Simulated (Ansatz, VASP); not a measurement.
**H13C10 (amorphous poly(phenylene vinylene) with methane at 250 K) in two plane-wave programs**

One calculation is typed for both programs; each brings its own data sets. How far apart do they land? The cell is taken from a series of runs on this material, whose earlier steps may have relaxed, scaled, displaced or heated it; both programs get it as it stands.

Program: Ansatz 0.2.0. Level of theory: plane waves, with VASP 6.6.1 beside it; single point at LDA. Results are calculated unless marked as measured.

**1. The structure**

The cell holds 138 atoms: 60 C and 78 H. Cell: a = 10.121 Å, b = 10.489 Å, c = 11.436 Å, α = 91.3°, β = 93.0°, γ = 87.4°. As first built, before any earlier steps moved the atoms (in the runner's words): 3 poly(phenylene vinylene) chains of 2 units, 6 methane placed at random, at 0.92 g/cm^3; overlaps pushed apart, then 20 ps at 800 K with MMFF94 bonds, angles, torsions, charges and radii (Halgren, J. Comput. Chem. 17, 490 (1996)) in harmonic and 12-6 forms; charges of ions scaled by 0.8. Snapshot after 30 ps at 250 K and fixed volume.

**2. Ansatz: single point, LDA**

Ansatz runs on its default PAW (the set named soft_2) files.

With cell and atoms fixed, the geometry can't cause a difference; cores, projectors, grids and the points listed under the comparison can.

File input.yaml:

```yaml
crystal:
  lattice:
    - [10.11395, 0.23494, -0.27892]
    - [0.23494, 10.48599, -0.11705]
    - [-0.27892, -0.11705, 11.432]
  atoms:
    - { symbol: C, position: [0.95067, 0.46452, 0.91772] }
    - { symbol: C, position: [0.96804, 0.4236, 0.04098] }
    - { symbol: C, position: [0.00182, 0.50803, 0.13214] }
    - { symbol: C, position: [0.02567, 0.46724, 0.2458] }
    - { symbol: C, position: [0.01583, 0.3389, 0.27293] }
    - { symbol: C, position: [0.9762, 0.25548, 0.18199] }
    - { symbol: C, position: [0.954, 0.29655, 0.06892] }
    - { symbol: C, position: [0.0453, 0.28808, 0.38771] }
    - { symbol: C, position: [0.11681, 0.34282, 0.47572] }
    - { symbol: C, position: [0.14234, 0.2912, 0.59086] }
    - { symbol: C, position: [0.24047, 0.34145, 0.66706] }
    - { symbol: C, position: [0.26375, 0.29764, 0.77932] }
    - { symbol: C, position: [0.18927, 0.20106, 0.82115] }
    - { symbol: C, position: [0.09253, 0.14975, 0.74447] }
    - { symbol: C, position: [0.06902, 0.19368, 0.6325] }
    - { symbol: C, position: [0.20434, 0.15364, 0.93906] }
    - { symbol: C, position: [0.28083, 0.19836, 0.02814] }
    - { symbol: C, position: [0.27845, 0.15257, 0.14873] }
    - { symbol: H, position: [0.02541, 0.41438, 0.86385] }
    - { symbol: H, position: [0.85266, 0.44094, 0.87824] }
    - { symbol: H, position: [0.96096, 0.56807, 0.90977] }
    - { symbol: H, position: [0.01016, 0.60952, 0.11353] }
    - { symbol: H, position: [0.05173, 0.5373, 0.31499] }
    - { symbol: H, position: [0.96757, 0.15442, 0.20212] }
    - { symbol: H, position: [0.9272, 0.22837, 0.99846] }
    - { symbol: H, position: [0.00901, 0.1924, 0.40049] }
    - { symbol: H, position: [0.16102, 0.43449, 0.46075] }
    - { symbol: H, position: [0.2995, 0.41832, 0.6368] }
    - { symbol: H, position: [0.341, 0.34048, 0.83634] }
    - { symbol: H, position: [0.03247, 0.07436, 0.77576] }
[... 102 atom lines left out ...]
    - { symbol: H, position: [0.18856, 0.5812, 0.86205] }
    - { symbol: C, position: [0.37724, 0.43283, 0.31419] }
    - { symbol: H, position: [0.44197, 0.38894, 0.24869] }
    - { symbol: H, position: [0.36453, 0.36538, 0.38455] }
    - { symbol: H, position: [0.27979, 0.45695, 0.27126] }
    - { symbol: H, position: [0.42174, 0.51973, 0.35087] }
kpoints:
  mp_grid: { grid: [1, 1, 1] }
hamiltonian:
  xc: lda
scf:
  occupations: { method: gaussian, width: 0.05 }
output:
  forces: true
  stress: true
  populations: true
  dos:
    method: { smearing: { sigma: 0.15 } }
    de: 0.1
    projected: { site_lists: { C: [C], H: [H] } }
  eigenvalues: true
  write_density: true
  write_potential: true
  volumetric_format: npy
```

The run is started by

```
> ansatz run input.yaml --threads 4 --pin off --max-ram 8192MiB --backend cpu --events-out ev --progress --plain --runs-dir out
```

Numbers of over 12 decimals in the logs are rounded to 6 here.

The program printed:

```text
Engine: ansatz 0.2.0, x86_64-unknown-linux-gnu
Pseudopotentials: kind: paw
Pseudopotential: C, paw, valence charge 4, recommended cutoff 420 eV (normal), C.paw.azcp
Pseudopotential: H, paw, valence charge 1, recommended cutoff 420 eV (normal), H.paw.azcp
Functional definition: SPW92
  exchange = slater_x
  correlation = pw_c
Crystal: 138 atoms, lattice volume = 1210.848 Å³
Basis set: ecut = 420 eV, 23675 PW (Γ)
Bands: 297, of which v1, the nominal top of the filled ones, is band 159 counted from 1 (158 counted from 0)
Symmetry: 1 space group operations
Space group: P1 (ITA 1), of the structure as read, at distance tolerance 1.1e-4 Å
k-points: 1
Non-local potential: C, projectors of the file, l = 0: 2, l = 1: 2, l = 2: 1
Non-local potential: H, projectors of the file, l = 0: 2, l = 1: 1
PAW form: soft (Blöchl's): semilocal exchange-correlation on the pseudo side does not see the compensation charge
PAW frozen core: C, regenerated for the run's functional, and the local potential with it (the file was generated under x = pbe(κ = 0.804, μ = 0.219515), c = pbe(β = 0.066725))
PAW one-centre angular grid: C, 110 points (default); XC on 64 Gauss nodes
PAW one-centre angular grid: H, 110 points (default); XC on 64 Gauss nodes
Initial density: superposition of atomic densities (neutral atoms: chi_scale 0, normalization atom), corrected by the library's trained network
Initial wavefunctions: pseudopotential atomic-orbital guess
Functional: x = slater, c = lda
SCF iter   1: F=—  HF=-15799.988663 eV  |F-HF|=—  |Δ(HF+E_count)|=         —  Δρ=9.06e-3  dr2=7.27e-1  ethr=1.77e-3  ⟨swp⟩=5.0  Hψ=1210  notcnv=0  defer=116
preconditioner: auto → Resta (q_TF=auto, 2.183 Å⁻¹)  ε∞=2.6  [insulator: Δε(μ)=2.267 eV  Ē_g=15.091 eV  σ=0.050 eV  W_gap=1.00  n_scr=212 (ndim 8)  ℏωp=19.0 eV  f_vac=0.104  D(μ)=0.00/eV (n_scr^D=0)  ε∞_Penn≈2.6]
SCF iter   2: F=—  HF=-15799.781883 eV  |F-HF|=—  |Δ(HF+E_count)|=   2.07e-1  Δρ=4.13e-3  dr2=1.38e-1  ethr=2.29e-4  ⟨swp⟩=3.0  Hψ=475  notcnv=0  defer=132
SCF iter   3: F=—  HF=-15799.738871 eV  |F-HF|=—  |Δ(HF+E_count)|=   4.30e-2  Δρ=1.03e-3  dr2=1.75e-2  ethr=4.33e-5  ⟨swp⟩=2.0  Hψ=274  notcnv=0  defer=132
SCF iter   4: F=—  HF=-15799.735723 eV  |F-HF|=—  |Δ(HF+E_count)|=   3.15e-3  Δρ=3.10e-4  dr2=1.57e-3  ethr=5.51e-6  ⟨swp⟩=2.0  Hψ=316  notcnv=0  defer=132
SCF iter   5: F=—  HF=-15799.735695 eV  |F-HF|=—  |Δ(HF+E_count)|=   2.87e-5  Δρ=1.26e-4  dr2=2.40e-4  ethr=4.94e-7  ⟨swp⟩=2.0  Hψ=316  notcnv=0  defer=132
SCF iter   6: F=—  HF=-15799.735691 eV  |F-HF|=—  |Δ(HF+E_count)|=   3.09e-6  Δρ=4.61e-5  dr2=3.57e-5  ethr=7.55e-8  ⟨swp⟩=2.0  Hψ=316  notcnv=0  defer=132
SCF iter   7: F=—  HF=-15799.736477 eV  |F-HF|=—  |Δ(HF+E_count)|=   7.85e-4  Δρ=1.58e-5  dr2=4.02e-6  ethr=1.12e-8  ⟨swp⟩=2.0  Hψ=448  notcnv=0  defer=134
SCF iter   8: F=—  HF=-15799.736477 eV  |F-HF|=—  |Δ(HF+E_count)|=   1.34e-7  Δρ=5.37e-6  dr2=3.71e-7  ethr=1.26e-9  ⟨swp⟩=2.0  Hψ=321  notcnv=0  defer=134
SCF iter   9: F=-15799.736477 eV  HF=-15799.736477 eV  |F-HF|=5.47e-8  |Δ(HF+E_count)|=   2.05e-7  Δρ=2.23e-6  dr2=9.44e-8  ethr=3.14e-11  ⟨swp⟩=20.0  Hψ=2614  notcnv=0
SCF 1 converged in 9 iterations: F = -15799.736477 eV  dr2 = 9.44e-8
  greatest PAW one-centre occupation: 0.674 electrons in one spin orbital (limit 2), on the C atom at site 47 (counted from 0), in its partial waves of l = 0
SCF converged after 9 iterations
Free energy (F): -15799.736477 eV
Harris-Foulkes:  -15799.736477 eV  (|F-HF|=5.47e-8)
Internal energy: -15799.736477 eV  (E = F + TS)
E sigma→0 (E₀):  -15799.736477 eV
Fermi energy:    1.671004 eV
--- Per-component energies (eV) ---
  E_band       = -2027.778899
  E_kinetic    = 6504.829177
  E_local      = -16197.554312  (includes V_loc(G=0)·N_el)
  E_nonlocal   = 1841.756991
  E_hartree    = 5378.929667
  E_xc         = -3521.526481
  E_vxc        = -4419.985276  (∫ρ·V_xc dr)
  E_paw        = -5556.357347  (= ΣΔE_a)
  E_vpaw       = -514.580784  (= ΣTr[D̂ρ^β])
  E_aug_tail   = -0.101470  (compensation charges beyond the density's cutoff)
  E_ewald      = -4253.482653
  E_core_change = 3.769950  (= ΣΔE_core)
  E_smearing   = -0.000000  (= −TS)
  E_closure    = -0.000000  (closes the sum)
  Σ components = -15799.736477   (vs F -15799.736477, Δ=0.00e0)
--- Forces (eV/Å), atoms counted from 1 ---
  atom   1  C     -0.00672906    -0.00413280    -0.01396681
  atom   2  C      0.00746013    -0.00675292     0.00973667
  atom   3  C     -0.00264803     0.00567771    -0.00801371
  atom   4  C      0.00179410     0.00379697    -0.00166336
  atom   5  C     -0.00602789    -0.00139189    -0.00662499
  atom   6  C     -0.00365179    -0.00351335     0.00321516
  atom   7  C     -0.00419303     0.00148306    -0.00250860
  atom   8  C     -0.00474508    -0.00423920     0.00580852
  atom   9  C     -0.00164770     0.00239898    -0.00082035
  atom  10  C      0.00408681     0.00334511    -0.00536298
[...]
atom  93  H     -0.00530965     0.00565750     0.00004474
  atom  94  H     -0.00082595     0.00131131     0.00093613
  atom  95  H     -0.00486680     0.00323386    -0.00192733
  atom  96  H      0.00140682    -0.00047718     0.00513417
  atom  97  H      0.00476079     0.00150401     0.00134567
  atom  98  H     -0.00297093    -0.00088253     0.00556071
  atom  99  H      0.00332538    -0.00382820     0.00505438
  atom 100  H     -0.00178020    -0.00067781    -0.00296781
  atom 101  H     -0.00356936    -0.00022260     0.00425022
  atom 102  H      0.00508488     0.00030251     0.00376169
  atom 103  H      0.00310618    -0.00212392     0.00000289
  atom 104  H     -0.00161462     0.00639327     0.00485352
  atom 105  H     -0.00656075    -0.00494055    -0.00849087
  atom 106  H     -0.00493123     0.00351496     0.00102011
[...]
atom 131  H      0.00567681    -0.00263958     0.00131244
  atom 132  H      0.00730981    -0.00007811     0.00796818
  atom 133  H      0.00144112     0.00770452    -0.00771850
  atom 134  C     -0.00187007     0.00883235     0.00042553
  atom 135  H      0.00278146    -0.00173322    -0.00105432
  atom 136  H     -0.00254977     0.00859999    -0.00246712
  atom 137  H     -0.00524385     0.00257067    -0.00188127
  atom 138  H      0.00009685    -0.00170108    -0.00114027
  max |Σ_I F_I| component: 9.27e-5 eV/Å
--- Stress (GPa, compression-positive) ---
       -0.032112       0.003879      -0.028280
        0.003879      -0.035540      -0.014890
       -0.028280      -0.014890       0.016872
  P = ⅓ Tr σ = -0.0169 GPa (-0.169 kbar)
--- Band table (eV) ---
  k-point 0: bands = [... 155 lower, -0.0433, 0.3819, 0.4462, 0.6133, 2.7287, 2.9063, 3.0692, 3.6574, ... 134 higher]
--- Löwdin populations: 138 sites ---
  site symbol       q [e]
     0      C      4.4806
     1      C      3.9264
     2      C      4.1472
     3      C      4.1516
     4      C      3.9765
     5      C      4.1314
     6      C      4.1302
     7      C      4.1384
     8      C      4.1350
     9      C      3.9678
    10      C      4.1389
    11      C      4.1402
    12      C      3.9625
    13      C      4.1317
    14      C      4.1358
    15      C      4.1556
    16      C      4.1036
    17      C      4.4623
    18      H      0.7960
    19      H      0.7930
    20      H      0.8201
    21      H      0.8233
    22      H      0.8152
    23      H      0.8256
[...]
130      H      0.8036
   131      H      0.8161
   132      H      0.8060
   133      C      4.6824
   134      H      0.8104
   135      H      0.8161
   136      H      0.8069
   137      H      0.8088
  spilling = 0.009858 (of n_electrons = 318.000000)
```

In the SCF lines HF is the Harris–Foulkes energy and dr2 the Hartree energy of the density residual, in eV; the loop may stop once dr2 is under the threshold and the program's other checks hold. Hψ counts applications of the Hamiltonian.

**3. VASP: single point, LDA**

The same cell, functional (in two slightly different forms), mesh and smearing now go to VASP, with its own data sets.

Lines of VASP's logs that name or quote its potential files are left out, and so is its time.

File INCAR:

```
SYSTEM = H13C10
PREC = Accurate
ENCUT = 600
EDIFF = 1E-06
NELM = 120
ISMEAR = 0
SIGMA = 0.05
LREAL = Auto
ALGO = Normal
GGA = CA
NBANDS = 255
LORBIT = 11
LWAVE = .FALSE.
LCHARG = .FALSE.
ISIF = 2
LASPH = .TRUE.
GGA_COMPAT = .FALSE.
EFERMI = MIDGAP
```

File POSCAR:

```
H13C10
1.0
   10.1139500000      0.2349400000     -0.2789200000
    0.2349400000     10.4859900000     -0.1170500000
   -0.2789200000     -0.1170500000     11.4320000000
C H
60 78
Direct
    0.9506700000      0.4645200000      0.9177200000
    0.9680400000      0.4236000000      0.0409800000
    0.0018200000      0.5080300000      0.1321400000
    0.0256700000      0.4672400000      0.2458000000
    0.0158300000      0.3389000000      0.2729300000
    0.9762000000      0.2554800000      0.1819900000
    0.9540000000      0.2965500000      0.0689200000
    0.0453000000      0.2880800000      0.3877100000
    0.1168100000      0.3428200000      0.4757200000
    0.1423400000      0.2912000000      0.5908600000
    0.2404700000      0.3414500000      0.6670600000
    0.2637500000      0.2976400000      0.7793200000
    0.1892700000      0.2010600000      0.8211500000
    0.0925300000      0.1497500000      0.7444700000
    0.0690200000      0.1936800000      0.6325000000
    0.2043400000      0.1536400000      0.9390600000
    0.2808300000      0.1983600000      0.0281400000
    0.2784500000      0.1525700000      0.1487300000
    0.5563000000      0.8867400000      0.0048200000
    0.5766300000      0.8278100000      0.1213500000
    0.6800800000      0.7387000000      0.1464600000
    0.6910900000      0.6763100000      0.2519000000
    0.6015500000      0.7044000000      0.3389100000
    0.5000800000      0.7960100000      0.3146700000
    0.4872900000      0.8550800000      0.2079100000
    0.6118100000      0.6377200000      0.4482600000
    0.5654400000      0.6814900000      0.5504100000
    0.5714900000      0.6080900000      0.6558500000
    0.5883300000      0.6677100000      0.7657100000
    0.6016300000      0.5969000000      0.8661500000
[... 102 atom lines left out ...]
    0.1558500000      0.6261000000      0.7126900000
    0.1885600000      0.5812000000      0.8620500000
    0.4419700000      0.3889400000      0.2486900000
    0.3645300000      0.3653800000      0.3845500000
    0.2797900000      0.4569500000      0.2712600000
    0.4217400000      0.5197300000      0.3508700000
```

File KPOINTS:

```
Automatic mesh
0
Gamma
1 1 1
0 0 0
```

The projector-augmented-wave data sets are C and H (LDA family, release 64).

The run is started by

```
> export OMP_NUM_THREADS=4
> mpirun -np 1 vasp_gam
```

The program printed:

```text
[banner, memory and clock lines left out]
running    1 mpi-ranks, on    1 nodes
[...]
Offloading initialized ...    1 GPUs detected
[...]
LDA part: xc-table for (Slater(with rela. corr.)+CA(PZ))
 , standard interpolation
 POSCAR, INCAR and KPOINTS ok, starting setup
[...]
entering main loop
       N       E                     dE             d eps       ncg     rms          rms(c)
DAV:   1     0.201024948567E+04    0.20102E+04   -0.17600E+05   510   0.130E+03
DAV:   2    -0.718763142057E+03   -0.27290E+04   -0.25631E+04   637   0.278E+02
DAV:   3    -0.969051047057E+03   -0.25029E+03   -0.24757E+03   652   0.833E+01
DAV:   4    -0.975439018269E+03   -0.63880E+01   -0.63710E+01   628   0.153E+01
[...]
DAV:  15    -0.881608345961E+03    0.43578E-05   -0.22191E-05   612   0.121E-02    0.611E-03
DAV:  16    -0.881608343941E+03    0.20199E-05   -0.44959E-06   628   0.774E-03    0.390E-03
DAV:  17    -0.881608343285E+03    0.65585E-06   -0.23499E-06   540   0.558E-03
   1 F= -.88160834E+03 E0= -.88160834E+03  d E =0.000000E+00
```

Parts of OUTCAR (step 3):

```text
  FREE ENERGIE OF THE ION-ELECTRON SYSTEM (eV)
  ---------------------------------------------------
  free  energy   TOTEN  =      -881.6083432850 eV

  energy  without entropy=     -881.6083432850  energy(sigma->0) =     -881.60834328
```

The run ends at a pressure of 0.09 GPa, with forces up to 0.049 eV/Å.

**4. Differences**

Known differences besides the potentials themselves: the two LDA forms differ slightly; the cutoff is 420 eV in Ansatz and 600 eV in VASP (PREC = Accurate, projectors in real space); VASP's log shows a relativistic correction to its local exchange, Ansatz's none. Total energies have different zeros and are not compared.

Both answers:

```tsv
quantity	Ansatz	VASP	difference
pressure (GPa)	-0.02	0.09	-0.11
gap on the k mesh (eV)	2.115	2.116	-0.001
```

At this near-relaxed geometry the largest component of a force difference is 43 meV/Å. A gap on the mesh is an upper bound, since the band edges may lie between its points.

**5. Results**

```yaml
r_m_s_force_difference_single_point_lda: 20 meV/Å
```

The r.m.s. force difference is 20 meV/Å (single point, LDA), beyond the 12 meV/Å picked in this series as the mark of a large difference. What causes the difference of the single point, LDA pair stays open here. How closely two codes agree says nothing of how well the functional describes the real material.

[Lines on the potential files, build, host, timing and source positions are cut from VASP's logs without a mark.]

[Logs are printed without paths, hosts, clocks, repeated set-up lines and the standing remarks that a program may print on its own settings, such as how far it seeks lower states.]

[Hosts, paths, dates, database ids (printed as entryN), source tags and the programs' standing remarks are cut or masked in the printed files.]

[The MMFF94 radii named for the starting cell were scaled by 0.96; in molecules described by MMFF94, hydrogen bound to N, O or S took a small fixed 12-6 site in their place.]
